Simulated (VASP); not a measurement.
Consider the following.

```
CELL_PARAMETERS angstrom
      4.12877     0.00000     0.00000
      0.00000     6.20542     0.00000
      0.00000     0.00000     6.42020
ATOMIC_POSITIONS crystal
  Ca 0.00000 0.00000 0.00000
  Ca 0.50000 0.50000 0.50000
  Cl 0.00000 0.27695 0.32685
  Cl 0.50000 0.77695 0.17315
  Cl 0.50000 0.22305 0.82685
  Cl 0.00000 0.72305 0.67315
```

Calculation: r2SCAN meta-GGA, VASP's PBE PAW potentials (set 64) (plane waves; VASP 6.6.1). Numerical set-up: 400 eV cut-off, 5×4×3 Γ-centred mesh, Gaussian smearing of 0.050 eV, potentials Ca_sv Cl.

Energy and stress use the plane-wave basis of the starting cell.

Question: The ions, cell shape and volume are relaxed. What does this cell relax into?

Answer: 
```
CELL_PARAMETERS angstrom
      4.16163     0.00000     0.00000
      0.00000     6.27003     0.00000
      0.00000     0.00000     6.49696
ATOMIC_POSITIONS crystal
  Ca 0.00000 0.00000 0.00000
  Ca 0.50000 0.50000 0.50000
  Cl 0.00000 0.27706 0.32754
  Cl 0.50000 0.77706 0.17246
  Cl 0.50000 0.22294 0.82754
  Cl 0.00000 0.72294 0.67246
```
Space group Pnnm (58), at a tolerance of 0.03 Å.

Question: How do energy and volume change from the first to the last step?

Answer: The energy (σ→0) changes by -3.0 meV/atom and the volume by +3.1 %, in 5 ionic steps.

The compound is CaCl2 in the sg58 structure. This run relaxes it. Symmetry was kept, so distortions that lower it aren't found.
